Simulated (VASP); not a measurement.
MnSiSe3:

```
Mn Si Se
1.0
     4.83412    0.00000    0.00000
     0.00000    4.83412    0.00000
     0.00000    0.00000    4.83412
Mn Si Se
1 1 3
Direct
  0.00000 0.00000 0.00000
  0.50000 0.50000 0.50000
  0.00000 0.50000 0.50000
  0.50000 0.00000 0.50000
  0.50000 0.50000 0.00000
```

The cell was built by a generator and needn't be a form met in nature.

Base run:

* Program: VASP 6.6.1
* Functional: PBEsol
* Potentials or basis: VASP PAW PBE potentials, release 64 (Mn_pv, Si, Se)
* Cutoff: 520 eV
* k mesh: 5 × 5 × 5
* Occupations: fermi-dirac, width 0.05 eV
* Spin: collinear spin, ferromagnetic start
* Starting moments: [4.0, 0.0, 0.0, 0.0, 0.0] μB

Its results: pressure -2.5 GPa; net moment 5.29 μB per cell; site moments Mn +4.50; Si +0.05; Se +0.06 μB.

**Question.** The run is repeated on the same cell with these changes: functional from PBEsol to r2SCAN. What comes out?

**Answer.** Pressure -0.7 GPa; net moment 5.36 μB per cell; site moments Mn +4.66; Si +0.08; Se +0.03 μB.

Caveats: the PAW data sets were made with another functional, which shifts forces and pressure a little; a cell with one magnetic atom can't hold antiferromagnetic order, which such compounds often take.
